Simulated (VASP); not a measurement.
```xyz
5
Lattice="3.7198 0.0000 0.0000 0.0000 3.7198 0.0000 0.0000 0.0000 3.7198" Properties=species:S:1:pos:R:3 pbc="T T T"
K      0.0000     0.0000     0.0000
Mg     1.8599     1.8599     1.8599
F      1.8599     0.0000     1.8599
F      0.0000     1.8599     1.8599
F      1.8599     1.8599     0.0000
```

Computed with PBE GGA, VASP's PBE PAW potentials (set 64) (plane waves; VASP 6.6.1). Settings: 620 eV cut-off, 6×6×6 Γ-centred mesh, Gaussian smearing of 0.050 eV, potentials K_sv Mg F.

### Question
Predict the energy per atom (σ→0), pressure, band gap (on the k-mesh) with the smallest direct gap where there is one.

### Answer

```
Property                                      Value
-----------------------------------  --------------
band gap (on the k-mesh)                    9.09 eV
smallest direct gap (on the k-mesh)         9.39 eV
energy per atom (σ→0)                -4.665 eV/atom
pressure                                  29.95 GPa
```

Only differences to runs with the same potentials and settings are physical.

The compound is KMgF3 in the cubic perovskite structure. It was relaxed first under an external pressure of 30 GPa.
